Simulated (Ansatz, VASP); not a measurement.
# GaP in two plane-wave programs, part 2 of 2

One calculation is typed for both programs; each brings its own data sets. How far apart do they land? The cell is taken from a series of runs on this material, whose earlier steps may have relaxed, scaled, displaced or heated it; both programs get it as it stands.

VASP 6.6.1 and Ansatz 0.2.0.

So far: The structure; Ansatz: zone-centre phonons, LDA.

### Step 3. VASP: zone-centre phonons, LDA

Level of this step: LDA; plane waves and PAW (Ga_d, P) (VASP).

The same cell, functional (in two slightly different forms) and mesh now go to VASP, with its own data sets.

Lines of VASP's logs that name or quote its potential files are left out, and so is its time.

The input, INCAR:

```
SYSTEM = GaP
PREC = Accurate
ENCUT = 500
EDIFF = 1E-08
NELM = 120
ISMEAR = 0
SIGMA = 0.01
LREAL = .FALSE.
ALGO = Normal
GGA = CA
NBANDS = 15
LORBIT = 11
LWAVE = .FALSE.
LCHARG = .FALSE.
ISIF = 2
IBRION = 8
LEPSILON = .TRUE.
LASPH = .TRUE.
GGA_COMPAT = .FALSE.
EFERMI = MIDGAP
KPAR = 2
```

The input, POSCAR:

```
GaP
1.0
    0.0000000000      2.7388086809      2.7388086809
    2.7388086809      0.0000000000      2.7388086809
    2.7388086809      2.7388086809      0.0000000000
Ga P
1 1
Direct
    0.0000000000      0.0000000000      0.0000000000
    0.7500000000      0.7500000000      0.7500000000
```

The input, KPOINTS:

```
Automatic mesh
0
Gamma
9 9 9
0 0 0
```

PAW data sets: Ga_d and P (LDA family, release 64).

Run with:

```
mpirun -np 2 vasp_std
```

Numbers of over 12 decimals in the logs are rounded to 6 here.

The program printed:

```text
[banner, memory and clock lines left out]
running    2 mpi-ranks, on    1 nodes
 distrk:  each k-point on    1 cores,    2 groups
 distr:  one band on    1 cores,    1 groups

 POSCAR found type information on POSCAR GaP
 POSCAR found :  2 types and       2 ions
 LDA part: xc-table for (Slater(with rela. corr.)+CA(PZ))
 , standard interpolation
 POSCAR, INCAR and KPOINTS ok, starting setup
 FFT: planning ... GRIDC
 FFT: planning ... GRID_SOFT
 FFT: planning ... GRID
 WAVECAR not read
 entering main loop
       N       E                     dE             d eps       ncg     rms          rms(c)
DAV:   1     0.795846869504E+02    0.79585E+02   -0.89235E+03  1073   0.166E+03
DAV:   2    -0.444195107158E+01   -0.84027E+02   -0.80222E+02  1218   0.316E+02
DAV:   3    -0.106288886952E+02   -0.61869E+01   -0.61623E+01  1267   0.682E+01
DAV:   4    -0.107398651538E+02   -0.11098E+00   -0.11093E+00  1305   0.993E+00
DAV:   5    -0.107421310036E+02   -0.22658E-02   -0.22658E-02  1373   0.125E+00    0.424E+00
DAV:   6    -0.104798085891E+02    0.26232E+00   -0.37801E-01  1610   0.107E+01    0.271E+00
DAV:   7    -0.104345064579E+02    0.45302E-01   -0.82595E-02  1361   0.205E+00    0.102E+00
DAV:   8    -0.104297346739E+02    0.47718E-02   -0.11310E-02  1323   0.122E+00    0.175E-01
DAV:   9    -0.104297097756E+02    0.24898E-04   -0.98068E-04  1584   0.420E-01    0.643E-02
DAV:  10    -0.104297120090E+02   -0.22334E-05   -0.48175E-05  1590   0.780E-02    0.271E-02
DAV:  11    -0.104297184188E+02   -0.64098E-05   -0.83884E-06  1295   0.443E-02    0.647E-03
DAV:  12    -0.104297182392E+02    0.17959E-06   -0.49778E-07  1326   0.740E-03    0.451E-03
DAV:  13    -0.104297182152E+02    0.23990E-07   -0.20326E-07  1379   0.455E-03    0.836E-04
DAV:  14    -0.104297182149E+02    0.36243E-09   -0.86226E-09   905   0.115E-03
   1 F= -.10429718E+02 E0= -.10429718E+02  d E =0.000000E+00
 Linear response reoptimize wavefunctions to high precision
DAV:   1    -0.104297182149E+02   -0.50022E-11   -0.18451E-09  1170   0.408E-04
DAV:   2    -0.104297182149E+02   -0.61846E-10   -0.23967E-10   700   0.148E-04
 Linear response G [H, r] |phi>, progress :
  Direction:   1
       N       E                     dE             d eps       ncg     rms
RMM:   1    -0.406284484598E+02   -0.40628E+02    0.17090E+02  1217   0.233E+02
RMM:   2    -0.495481840620E+02   -0.89197E+01   -0.17144E+01  2189   0.344E+01
RMM:   3    -0.508360466628E+02   -0.12879E+01   -0.18256E+00  2170   0.841E+00
RMM:   4    -0.508803988283E+02   -0.44352E-01   -0.19387E-01  2263   0.235E+00
RMM:   5    -0.508753319417E+02    0.50669E-02   -0.22377E-03  2290   0.636E-01
RMM:   6    -0.508764739454E+02   -0.11420E-02   -0.29452E-03  2314   0.211E-01
RMM:   7    -0.508762616455E+02    0.21230E-03    0.35045E-04  2315   0.799E-02
RMM:   8    -0.508763221773E+02   -0.60532E-04   -0.69266E-05  2335   0.337E-02
RMM:   9    -0.508763224844E+02   -0.30713E-06   -0.26799E-05  2333   0.152E-02
RMM:  10    -0.508763249354E+02   -0.24509E-05   -0.41962E-05  2297   0.776E-03
RMM:  11    -0.508763221934E+02    0.27420E-05   -0.12113E-05  2061   0.436E-03
RMM:  12    -0.508763256410E+02   -0.34477E-05   -0.46220E-05  1774   0.317E-03
RMM:  13    -0.508763221555E+02    0.34855E-05   -0.11352E-05  1489   0.267E-03
RMM:  14    -0.508763208253E+02    0.13302E-05    0.19085E-06  1323   0.237E-03
RMM:  15    -0.508763231920E+02   -0.23667E-05   -0.21664E-05  1215   0.232E-03
RMM:  16    -0.508763244108E+02   -0.12188E-05   -0.34008E-05  1192   0.218E-03
RMM:  17    -0.508763239649E+02    0.44598E-06   -0.29771E-05  1162   0.218E-03
 Linear response G [H, r] |phi>, progress :
  Direction:   2
       N       E                     dE             d eps       ncg     rms
RMM:   1    -0.393585250283E+02   -0.39359E+02    0.14777E+02  1233   0.233E+02
RMM:   2    -0.509476105024E+02   -0.11589E+02   -0.14170E+01  2186   0.333E+01
RMM:   3    -0.524852050077E+02   -0.15376E+01   -0.18430E+00  2153   0.827E+00
RMM:   4    -0.525333386211E+02   -0.48134E-01   -0.20232E-01  2239   0.229E+00
RMM:   5    -0.525272850191E+02    0.60536E-02   -0.11744E-03  2252   0.596E-01
RMM:   6    -0.525285572815E+02   -0.12723E-02   -0.28233E-03  2289   0.197E-01
RMM:   7    -0.525283647192E+02    0.19256E-03    0.12585E-04  2319   0.699E-02
RMM:   8    -0.525284008972E+02   -0.36178E-04   -0.53195E-05  2330   0.288E-02
RMM:   9    -0.525284010287E+02   -0.13144E-06   -0.25376E-05  2326   0.127E-02
RMM:  10    -0.525284009585E+02    0.70115E-07   -0.16899E-05  2297   0.669E-03
RMM:  11    -0.525284014849E+02   -0.52637E-06   -0.20473E-05  2038   0.383E-03
RMM:  12    -0.525284006178E+02    0.86716E-06   -0.11416E-05  1806   0.270E-03
RMM:  13    -0.525284015635E+02   -0.94575E-06   -0.20915E-05  1490   0.203E-03
RMM:  14    -0.525283998416E+02    0.17219E-05   -0.35706E-06  1320   0.191E-03
RMM:  15    -0.525284007923E+02   -0.95071E-06   -0.13177E-05  1214   0.172E-03
[...]
Direction:   3
       N       E                     dE             d eps       ncg     rms          rms(c)
RMM:   1    -0.147680313973E+00   -0.14768E+00    0.19476E+00  1153   0.638E+00
RMM:   2    -0.666139608142E+00   -0.51846E+00   -0.66616E-02  2099   0.151E+00
RMM:   3    -0.668804123622E+00   -0.26645E-02   -0.13274E-02  2201   0.457E-01
[...]
RMM:   9    -0.128232838664E+01    0.31012E-04    0.57649E-08  7939   0.440E-03    0.338E-04
RMM:  10    -0.128232690234E+01    0.14843E-05   -0.86072E-07  7927   0.168E-03    0.127E-04
RMM:  11    -0.128232286007E+01    0.40423E-05    0.30817E-07  7832   0.742E-04    0.874E-05
RMM:  12    -0.128232170644E+01    0.11536E-05   -0.56962E-08  6260   0.297E-04    0.402E-05
RMM:  13    -0.128232098868E+01    0.71776E-06    0.12316E-07  3729   0.134E-04    0.481E-06
 change of polarisation eV/A/(eV/A) component  2 :     0.768     2.430     0.359
 dielectric tensor                  component  2 :     3.381    11.702     1.580
 Linear response to external field, progress :
  Direction:   3
       N       E                     dE             d eps       ncg     rms          rms(c)
RMM:   1    -0.159200652360E+00   -0.15920E+00    0.51284E+00  4101   0.822E+00
RMM:   2    -0.129349063609E+01   -0.11343E+01   -0.70346E-02  7457   0.177E+00    0.153E+00
RMM:   3    -0.124691823666E+01    0.46572E-01   -0.32152E-02  7532   0.103E+00    0.891E-01
RMM:   4    -0.127162729891E+01   -0.24709E-01   -0.28579E-02  7563   0.977E-01    0.157E-01
RMM:   5    -0.127829605233E+01   -0.66688E-02   -0.18426E-03  7803   0.283E-01    0.405E-02
RMM:   6    -0.128210302216E+01   -0.38070E-02   -0.21476E-04  7843   0.935E-02    0.290E-02
RMM:   7    -0.128217523787E+01   -0.72216E-04   -0.43486E-05  7710   0.340E-02    0.232E-03
RMM:   8    -0.128235818577E+01   -0.18295E-03   -0.96455E-06  7980   0.113E-02    0.860E-04
RMM:   9    -0.128232755075E+01    0.30635E-04   -0.12766E-06  7953   0.437E-03    0.334E-04
RMM:  10    -0.128232578732E+01    0.17634E-05   -0.94301E-07  7934   0.167E-03    0.124E-04
RMM:  11    -0.128232197980E+01    0.38075E-05   -0.28036E-07  7798   0.738E-04    0.861E-05
RMM:  12    -0.128232090063E+01    0.10792E-05   -0.51650E-07  6219   0.297E-04    0.406E-05
RMM:  13    -0.128232016453E+01    0.73610E-06   -0.40421E-07  3683   0.133E-04    0.501E-06
 change of polarisation eV/A/(eV/A) component  3 :     0.617     0.579     2.430
 dielectric tensor                  component  3 :     2.719     2.551    11.702
 Linear response DOF=           2
 Linear response progress:
  Degree of freedom:   1/  2
       N       E                     dE             d eps       ncg     rms          rms(c)
RMM:   1    -0.166942898926E+00   -0.16694E+00    0.10429E-01  4700   0.852E+00
RMM:   2    -0.164839712939E+00    0.21032E-02   -0.23792E-02  7196   0.140E+00    0.532E-02
RMM:   3    -0.165367712477E+00   -0.52800E-03   -0.37680E-03  7508   0.418E-01    0.390E-02
RMM:   4    -0.165224749114E+00    0.14296E-03   -0.15698E-03  7916   0.169E-01    0.148E-02
RMM:   5    -0.165199438404E+00    0.25311E-04   -0.13456E-04  7910   0.411E-02    0.527E-03
RMM:   6    -0.165194596249E+00    0.48422E-05   -0.47687E-05  7847   0.146E-02    0.648E-04
RMM:   7    -0.165190461137E+00    0.41351E-05   -0.17603E-05  7817   0.594E-03    0.160E-04
RMM:   8    -0.165189644560E+00    0.81658E-06   -0.99331E-06  8064   0.250E-03    0.579E-05
RMM:   9    -0.165189104597E+00    0.53996E-06   -0.55565E-06  7879   0.104E-03    0.271E-05
RMM:  10    -0.165188751331E+00    0.35327E-06   -0.25803E-06  8047   0.464E-04    0.152E-05
RMM:  11    -0.165188602884E+00    0.14845E-06   -0.20439E-06  7762   0.217E-04    0.454E-06
RMM:  12    -0.165188586849E+00    0.16035E-07   -0.15663E-06  7879   0.107E-04    0.239E-06
RMM:  13    -0.165188616597E+00   -0.29748E-07   -0.18557E-06  7819   0.545E-05    0.143E-06
RMM:  14    -0.165188581747E+00    0.34850E-07   -0.16653E-06  7753   0.307E-05    0.523E-07
RMM:  15    -0.165188576094E+00    0.56530E-08   -0.15487E-06  7067   0.199E-05    0.573E-07
RMM:  16    -0.165188567198E+00    0.88963E-08   -0.14629E-06  5151   0.145E-05    0.624E-07
RMM:  17    -0.165188558537E+00    0.86606E-08   -0.13762E-06  4689   0.121E-05    0.693E-07
RMM:  18    -0.165188552775E+00    0.57621E-08   -0.13362E-06  4763   0.110E-05    0.438E-07
RMM:  19    -0.165188544083E+00    0.86923E-08   -0.12851E-06  6392   0.107E-05    0.307E-07
RMM:  20    -0.165188538273E+00    0.58099E-08   -0.12419E-06  4594   0.102E-05    0.404E-07
RMM:  21    -0.165188531261E+00    0.70123E-08   -0.11571E-06  4009   0.100E-05    0.449E-07
RMM:  22    -0.165188536094E+00   -0.48338E-08   -0.12298E-06  3860   0.998E-06    0.469E-07
RMM:  23    -0.165188530466E+00    0.56289E-08   -0.11502E-06  3502   0.993E-06    0.439E-07
 first order change of Fermi-energy   0.10174E+01
 force on displaced ion       1 direction 1 :  -9.368  -0.000  -0.000
 Born effective charge ion    1 direction 1 :   2.133   0.000   0.000
 Linear response progress:
  Degree of freedom:   2/  2
       N       E                     dE             d eps       ncg     rms          rms(c)
RMM:   1    -0.509154298307E-01   -0.50915E-01    0.40907E-03  8551   0.175E+00
RMM:   2    -0.473163877261E-01    0.35990E-02   -0.57843E-03  6813   0.506E-01    0.118E-01
RMM:   3    -0.473215525940E-01   -0.51649E-05   -0.49608E-04  7547   0.162E-01    0.573E-02
RMM:   4    -0.475587506350E-01   -0.23720E-03   -0.11390E-04  7357   0.617E-02    0.108E-02
RMM:   5    -0.475691184777E-01   -0.10368E-04   -0.20921E-05  7873   0.214E-02    0.673E-03
RMM:   6    -0.475516013749E-01    0.17517E-04   -0.25486E-06  7422   0.782E-03    0.368E-03
RMM:   7    -0.475522450568E-01   -0.64368E-06    0.16049E-07  7837   0.293E-03    0.788E-04
RMM:   8    -0.475501257070E-01    0.21193E-05   -0.12836E-07  7577   0.931E-04    0.155E-04
RMM:   9    -0.475497653455E-01    0.36036E-06   -0.31140E-07  7792   0.286E-04    0.202E-05
RMM:  10    -0.475498579066E-01   -0.92561E-07   -0.36660E-07  7488   0.109E-04    0.651E-06
RMM:  11    -0.475498567588E-01    0.11478E-08   -0.36980E-07  7800   0.451E-05    0.599E-06
RMM:  12    -0.475498615848E-01   -0.48261E-08   -0.39300E-07  7348   0.208E-05    0.198E-06
RMM:  13    -0.475498682135E-01   -0.66287E-08   -0.42971E-07  6339   0.106E-05    0.598E-07
RMM:  14    -0.475498621964E-01    0.60172E-08   -0.35088E-07  4290   0.669E-06    0.155E-07
RMM:  15    -0.475498661406E-01   -0.39442E-08   -0.43063E-07  3554   0.527E-06    0.101E-07
RMM:  16    -0.475498667694E-01   -0.62889E-09   -0.42408E-07  3277   0.498E-06    0.215E-08
 first order change of Fermi-energy  -0.10171E+01
 force on displaced ion       2 direction 1 :  -9.348   0.000   0.000
 Born effective charge ion    2 direction 1 :  -2.216   0.000   0.000
 Born effective charges drift removed
 Linear response finished
```

OUTCAR, selected parts (step 3):

```text
ion  position               nearest neighbor table
   1  0.000  0.000  0.000-   2 2.37   2 2.37   2 2.37   2 2.37
   2  0.750  0.750  0.750-   1 2.37   1 2.37   1 2.37   1 2.37

  LATTYP: Found a face centered cubic cell.
 ALAT       =     5.4776173618

 Subroutine GETGRP returns: Found 24 space group operations
 (whereof 24 operations were pure point group operations)

The static configuration has the point symmetry T_d .

 Found     35 irreducible k-points:

   k-points           NKPTS =     35   k-points in BZ     NKDIM =     35   number of bands    NBANDS=     15

   dimension x,y,z NGX =    28 NGY =   28 NGZ =   28
   dimension x,y,z NGXF=    56 NGYF=   56 NGZF=   56

   ENCUT  =  500.0 eV  36.75 Ry    6.06 a.u.   7.06  7.06  7.06*2*pi/ulx,y,z

   NELECT =      18.0000    total number of electrons

 k-points in reciprocal lattice and weights: Automatic mesh
   0.00000000  0.00000000  0.00000000       0.001
   0.11111111  0.00000000  0.00000000       0.011
   0.22222222  0.00000000  0.00000000       0.011
   0.33333333  0.00000000  0.00000000       0.011
   0.44444444  0.00000000  0.00000000       0.011
   0.11111111  0.11111111  0.00000000       0.008
   0.22222222  0.11111111  0.00000000       0.033
   0.33333333  0.11111111  0.00000000       0.033
   0.44444444  0.11111111  0.00000000       0.033
[...]
-0.33333333  0.44444444  0.11111111       0.033
  -0.33333333  0.44444444  0.22222222       0.033

 average (electrostatic) potential at core
       1 -66.6960       2 -84.7728

  Total       -0.9674535     -0.9674535     -0.9674535      0.0000000      0.0000000     -0.0000000
  in kB      -37.7246820    -37.7246820    -37.7246820      0.0000000      0.0000000     -0.0000000
  external PRESSURE =     -37.7246820 kB  Pullay stress =       0.0000000 kB

  energy-cutoff  :      500.00
  volume of cell :       41.09
      direct lattice vectors                 reciprocal lattice vectors
     0.000000000  2.738808681  2.738808681    -0.182561127  0.182561127  0.182561127
     2.738808681  0.000000000  2.738808681     0.182561127 -0.182561127  0.182561127
     2.738808681  2.738808681  0.000000000     0.182561127  0.182561127 -0.182561127

 POSITION                                       TOTAL-FORCE (eV/Angst)
 -----------------------------------------------------------------------------------
      0.00000      0.00000      0.00000        -0.000000      0.000000     -0.000000
      4.10821      4.10821      4.10821         0.000000     -0.000000      0.000000
 -----------------------------------------------------------------------------------
    total drift:                               -0.000001     -0.000001     -0.000000

 MACROSCOPIC STATIC DIELECTRIC TENSOR (including local field effects in DFT)
 ------------------------------------------------------
          11.701556     0.000000    -0.000000
           0.000000    11.701556     0.000000
           0.000000    -0.000000    11.701556
 ------------------------------------------------------

 PIEZOELECTRIC TENSOR (including local field effects)  for field in x, y, z        (C/m^2)
          XX          YY          ZZ          XY          YZ          ZX
  --------------------------------------------------------------------------------
  x     0.00000    -0.00000     0.00000     0.00000     0.80901     0.00000
  y     0.00000    -0.00000     0.00000     0.00000     0.00000     0.80901
  z    -0.00000    -0.00000     0.00000     0.80901     0.00000     0.00000

 BORN EFFECTIVE CHARGES (including local field effects) (in |e|, cummulative output)
 ---------------------------------------------------------------------------------
 ion    1
    1     2.17724    -0.00000     0.00000
    2    -0.00000     2.17724     0.00000
    3     0.00000    -0.00000     2.17724
 ion    2
    1    -2.17724     0.00000    -0.00000
    2     0.00000    -2.17724    -0.00000
    3    -0.00000     0.00000    -2.17724

 Eigenvectors and eigenvalues of the dynamical matrix
 ----------------------------------------------------

   1 f  =   10.324478 THz    64.870609 2PiTHz  344.387519 cm-1    42.698591 meV
             X         Y         Z           dx          dy          dz
      0.000000  0.000000  0.000000    -0.000000    0.555018   -0.000000
      4.108213  4.108213  4.108213    -0.000000   -0.831839    0.000000

   2 f  =   10.324478 THz    64.870609 2PiTHz  344.387519 cm-1    42.698591 meV
             X         Y         Z           dx          dy          dz
      0.000000  0.000000  0.000000    -0.000000   -0.000000   -0.555018
      4.108213  4.108213  4.108213     0.000000    0.000000    0.831839

   3 f  =   10.324478 THz    64.870609 2PiTHz  344.387519 cm-1    42.698591 meV
             X         Y         Z           dx          dy          dz
      0.000000  0.000000  0.000000     0.555018    0.000000   -0.000000
      4.108213  4.108213  4.108213    -0.831839   -0.000000    0.000000

   4 f/i=    0.005015 THz     0.031509 2PiTHz    0.167274 cm-1     0.020739 meV
             X         Y         Z           dx          dy          dz
      0.000000  0.000000  0.000000     0.000000   -0.831839    0.000000
      4.108213  4.108213  4.108213     0.000000   -0.555018    0.000000

   5 f/i=    0.005015 THz     0.031509 2PiTHz    0.167274 cm-1     0.020739 meV
             X         Y         Z           dx          dy          dz
      0.000000  0.000000  0.000000     0.000000    0.000000    0.831839
      4.108213  4.108213  4.108213     0.000000    0.000000    0.555018

   6 f/i=    0.005015 THz     0.031509 2PiTHz    0.167274 cm-1     0.020739 meV
             X         Y         Z           dx          dy          dz
      0.000000  0.000000  0.000000     0.831839    0.000000   -0.000000
      4.108213  4.108213  4.108213     0.555018   -0.000000    0.000000

 MACROSCOPIC STATIC DIELECTRIC TENSOR IONIC CONTRIBUTION
 ------------------------------------------------------
           2.230987    -0.000000     0.000000
          -0.000000     2.230987    -0.000000
           0.000000    -0.000000     2.230987
 ------------------------------------------------------

 ELASTIC MODULI CONTR FROM IONIC RELAXATION (kBar)
 Direction    XX          YY          ZZ          XY          YZ          ZX
 --------------------------------------------------------------------------------
 XX          -0.0000      0.0000      0.0000     -0.0000      0.0000     -0.0000
 YY           0.0000     -0.0000     -0.0000     -0.0000     -0.0000      0.0000
 ZZ           0.0000     -0.0000     -0.0000      0.0000     -0.0000     -0.0000
 XY          -0.0000     -0.0000      0.0000   -145.1773     -0.0000      0.0000
 YZ           0.0000     -0.0000     -0.0000     -0.0000   -145.1773     -0.0000
 ZX          -0.0000      0.0000     -0.0000      0.0000     -0.0000   -145.1773
 --------------------------------------------------------------------------------

 PIEZOELECTRIC TENSOR IONIC CONTR  for field in x, y, z        (C/m^2)
          XX          YY          ZZ          XY          YZ          ZX
  --------------------------------------------------------------------------------
  x     0.00000    -0.00000    -0.00000    -0.00000    -0.53551     0.00000
  y    -0.00000     0.00000    -0.00000    -0.00000    -0.00000    -0.53551
  z    -0.00000    -0.00000     0.00000    -0.53551    -0.00000     0.00000
```

### Step 4. Comparison

Known differences besides the potentials themselves: the two LDA forms differ slightly; fixed occupations in Ansatz, narrow Gaussian smearing in VASP; VASP's run holds the zone centre alone; VASP's response is taken on the typed mesh, Ansatz refines its own for the field response alone; the cutoff is 420 eV in Ansatz and 500 eV in VASP; VASP's log shows a relativistic correction to its local exchange, Ansatz's none. Total energies have different zeros and are not compared.

The two programs side by side:

| quantity | Ansatz | VASP | difference |
| --- | --- | --- | --- |
| ε∞ xx | 11.06 | 11.70 | -5.44 % |
| ε∞ yy | 11.06 | 11.70 | -5.44 % |
| ε∞ zz | 11.06 | 11.70 | -5.44 % |
| Born charge of Ga1 (mean of the diagonal) (e) | 2.13 | 2.18 | -0.05 |
| Born charge of P2 (mean of the diagonal) (e) | -2.13 | -2.18 | +0.05 |
| optical mode 1 to 3 (cm⁻¹) | 344.1 | 344.4 | -0.09 % |

Modes are paired by rising frequency, not by their patterns, so a pair may set unlike modes beside each other; they are those without the splitting of longitudinal modes.

### Step 5. Outcome

```yaml
difference_in_eps_infinity_xx_zone_centre_phonons_lda: -5.4 %
```

The difference in ε∞ xx is -5.4 % (zone-centre phonons, LDA), beyond the 5 % picked in this series as the mark of a large difference. What causes the difference of the zone-centre phonons, LDA pair stays open here. How closely two codes agree says nothing of how well the functional describes the real material.

[Lines on the potential files, build, host, timing and source positions are cut from VASP's logs without a mark.]

[Logs are printed without paths, hosts, clocks, repeated set-up lines and the standing remarks that a program may print on its own settings, such as how far it seeks lower states.]

[Hosts, paths, dates, database ids (printed as entryN), source tags and the programs' standing remarks are cut or masked in the printed files.]
